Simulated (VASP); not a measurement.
Output of a VASP run:

File OSZICAR:
```
       N       E                     dE             d eps       ncg     rms          rms(c)
DAV:   1     0.148690387836E+03    0.14869E+03   -0.10211E+04  2352   0.194E+03
DAV:   2    -0.100366046600E+02   -0.15873E+03   -0.15595E+03  2370   0.413E+02
DAV:   3    -0.186751817701E+02   -0.86386E+01   -0.85505E+01  3650   0.107E+02
DAV:   4    -0.189327099800E+02   -0.25753E+00   -0.25671E+00  2848   0.150E+01
DAV:   5    -0.189399528129E+02   -0.72428E-02   -0.72426E-02  3418   0.241E+00    0.176E+01
DAV:   6    -0.178137842693E+02    0.11262E+01   -0.12054E+01  2472   0.561E+01    0.796E+00
DAV:   7    -0.184508013349E+02   -0.63702E+00   -0.17650E+01  3500   0.533E+01    0.149E+01
DAV:   8    -0.171478810519E+02    0.13029E+01   -0.72360E+00  3394   0.323E+01    0.239E+00
DAV:   9    -0.171846269852E+02   -0.36746E-01   -0.20382E-01  3312   0.509E+00    0.171E+00
DAV:  10    -0.171660138114E+02    0.18613E-01   -0.83784E-02  3494   0.409E+00    0.455E-01
DAV:  11    -0.171648076304E+02    0.12062E-02   -0.59158E-03  3462   0.873E-01    0.160E-01
DAV:  12    -0.171645317341E+02    0.27590E-03   -0.80681E-04  3632   0.305E-01    0.306E-02
DAV:  13    -0.171645274152E+02    0.43189E-05   -0.30755E-05  3004   0.626E-02    0.130E-02
DAV:  14    -0.171645275178E+02   -0.10260E-06   -0.28287E-06  2408   0.204E-02
   1 F= -.11302047E+02 E0= -.11302472E+02  d E =-.113020E+02
```

**OUTCAR**
```
------------------------ aborting loop because EDIFF is reached ----------------------------------------
  FORCE on cell =-STRESS in cart. coord.  units (eV):
  Direction    XX          YY          ZZ          XY          YZ          ZX
  --------------------------------------------------------------------------------------
  Total        5.8297183      5.8297183      5.8297183     -0.0000000      0.0000000      0.0000000
  in kB      447.4851843    447.4851843    447.4851843     -0.0000000      0.0000000      0.0000000
  external PRESSURE =      -2.5148157 kB  Pullay stress =     450.0000000 kB
  volume of cell :       20.87
      direct lattice vectors                 reciprocal lattice vectors
     2.753339907  0.000000000  0.000000000     0.363195259  0.000000000  0.000000000
     0.000000000  2.753339907  0.000000000     0.000000000  0.363195259  0.000000000
     0.000000000  0.000000000  2.753339907     0.000000000  0.000000000  0.363195259
 POSITION                                       TOTAL-FORCE (eV/Angst)
 -----------------------------------------------------------------------------------
      0.00000      0.00000      0.00000         0.000000      0.000000      0.000000
      1.37667      1.37667      1.37667         0.000000      0.000000      0.000000
 -----------------------------------------------------------------------------------
    total drift:                               -0.000000      0.000000      0.000000
  FREE ENERGIE OF THE ION-ELECTRON SYSTEM (eV)
  ---------------------------------------------------
  free  energy   TOTEN  =       -17.1645275178 eV

  energy  without entropy=      -17.1658030632  energy(sigma->0) =      -17.16495270
  enthalpy is  TOTEN    =       -11.3020469023 eV   P V=        5.8624806154

 reached required accuracy - stopping structural energy minimisation
```
(Selected blocks of OUTCAR.)

**POSCAR**
```
TiCo
1
    2.7533399067     0.0000000000     0.0000000000
   -0.0000000000     2.7533399067     0.0000000000
   -0.0000000000     0.0000000000     2.7533399067
Ti Co
1 1
Direct
  0.0000000000   0.0000000000   0.0000000000
  0.5000000000   0.5000000000   0.5000000000
```

Q: Reconstruct the remaining input files.

A: Several could match; the one computed here: the input of the run itself, LDA (Ceperley-Alder, Perdew-Zunger), plane waves, VASP's LDA PAW potentials (set 64).

**KPOINTS**
```
Automatic mesh
0
Gamma
13 13 13
0 0 0
```

INCAR:
```
EDIFFG = -0.02
LCHARG = .FALSE.
NELM = 100
PSTRESS = 450
LWAVE = .FALSE.
EDIFF = 1E-6
ISIF = 3
PREC = Accurate
SIGMA = 0.1   ! width (eV)
IBRION = 2   ! conjugate gradients
LMAXMIX = 4
SYSTEM = TiCo
ENCUT = 500   ! plane-wave cut-off (eV)
LREAL = .FALSE.
LASPH = .TRUE.   ! aspherical one-centre terms
ALGO = Normal
NSW = 40   ! most ionic steps
ISMEAR = 1   ! Methfessel-Paxton
```

POTCAR, in this order: Ti_sv Co (LDA.64 set). Program: vasp_std.

The compound is TiCo in the CsCl type structure. It was relaxed first under an external pressure of 45 GPa. The run is not spin-polarised, so no magnetic state was tried. The electron count is odd and the run is not spin-polarised, which forces a metal.
